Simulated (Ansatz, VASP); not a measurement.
## Two plane-wave programs on GaMo

```
Ga Mo
1.0
     3.21297    0.00000    0.00000
     0.00000    3.21297    0.00000
     0.00000    0.00000    3.21297
Ga Mo
1 1
Direct
  0.00000 0.00000 0.00000
  0.50000 0.50000 0.50000
```

Alike in both runs: task relaxation of cell and atoms; functional PBE; k mesh 6 × 6 × 6; occupations gaussian, width 0.1 eV; no spin polarisation.

```csv
,VASP,Ansatz
version,VASP 6.6.1,Ansatz 0.2.0
potentials or method,"VASP PAW PBE potentials, release 64 (Ga_d, Mo_sv)","scalar-relativistic, plane waves, PAW"
plane-wave cutoff (eV),600,420
valence electrons in the cell,27,27
```

VASP gave:

- gap on the k mesh at the Fermi level, each at its own relaxed structure (eV): none
- relaxed volume (Å³/atom): 15.26
- relaxed cell length with the largest relative difference (Å): 3.125
- energy change over the relaxation (meV/atom): -55

Estimate Ansatz's values.

gap on the k mesh at the Fermi level, each at its own relaxed structure (eV): none; relaxed volume (Å³/atom): 15.19; relaxed cell length with the largest relative difference (Å): 3.120; energy change over the relaxation (meV/atom): -58.

A gap of «none» marks a metal or a gap that the smearing closes.
